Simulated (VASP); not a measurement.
Data:

```yaml
crystal:
  lattice:
    - [5.96310, 0.00000, 0.00000]
    - [0.00000, 5.96310, 0.00000]
    - [0.00000, 0.00000, 5.96310]
  atoms:
    - { symbol: Zn, position: [0.00000, 0.00000, 0.00000] }
    - { symbol: Se, position: [0.23766, 0.23766, 0.23766] }
    - { symbol: Se, position: [0.76234, 0.76234, 0.23766] }
    - { symbol: Se, position: [0.76234, 0.23766, 0.76234] }
    - { symbol: Se, position: [0.23766, 0.76234, 0.76234] }
    - { symbol: Cd, position: [0.50000, 0.50000, 0.00000] }
    - { symbol: Cd, position: [0.50000, 0.00000, 0.50000] }
    - { symbol: Cd, position: [0.00000, 0.50000, 0.50000] }
```

Level of theory: PBEsol GGA, VASP's PBE PAW potentials (set 64) (plane waves; VASP). Run with 400 eV cut-off, 4×4×4 Γ-centred mesh, Gaussian smearing of 0.050 eV, potentials Zn Se Cd.

### Question
Estimate the energy per atom (σ→0), band gap (on the k-mesh) with the smallest direct gap where there is one.

### Answer

* **band gap (on the k-mesh)**: 0.63 eV
* **smallest direct gap (on the k-mesh)**: 0.63 eV
* **energy per atom (σ→0)**: -3.154 eV/atom

Total energies compare only between runs with the same potentials, cut-off and functional.

The structure was generated: Cd3ZnSe4 was put into an ordered model structure (P-43m), which need not be its known phase. It was relaxed first. The start is the result of an earlier pass.
